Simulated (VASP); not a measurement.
Data:

```
SnS
1.0
    4.07975     0.00000     0.00000
    0.00000     4.31380     0.00000
    0.00000     0.00000    19.22708
Sn S
2 2
Cartesian
  3.05981   3.86746  11.04136
  1.01994   1.71056   8.18573
  1.01994   2.06229  10.75382
  3.05981   4.21919   8.47326
```

The numbers are results of PBE GGA, VASP's PBE PAW potentials (set 64) (plane waves; VASP), not measurements. Run with 400 eV cut-off, Gaussian smearing of 0.050 eV, potentials Sn_d S.

The cell holds a wide vacuum, so values per volume refer to the whole cell. Unless said otherwise, spin-orbit coupling is left out, though it shifts the bands of the heavy elements here.

Question: Give the energies of bands 13 to 23 at the high-symmetry points, in eV from the valence-band maximum.

Answer: 
```
band      Γ      X      Z      U
----  -----  -----  -----  -----
13    -6.28  -6.88  -6.81  -6.14
14    -4.38  -6.88  -6.81  -6.14
15    -3.58  -2.47  -2.29  -4.26
16    -3.06  -2.47  -2.29  -4.26
17    -2.97  -1.83  -1.84  -3.18
18    -1.70  -1.83  -1.84  -3.18
19    -1.66  -0.50  -0.30  -1.44
20    -0.15  -0.50  -0.30  -1.44
21     1.73   1.81   1.93   3.64
22     3.41   1.81   1.93   3.64
23     3.80   2.81   3.08   4.51
```

The gap is indirect, 1.51 eV, from the valence maximum at Γ-Z at 0.81 to the conduction minimum at Γ-X at 0.81.

The cell is a sheet with vacuum, built from a generated structure.
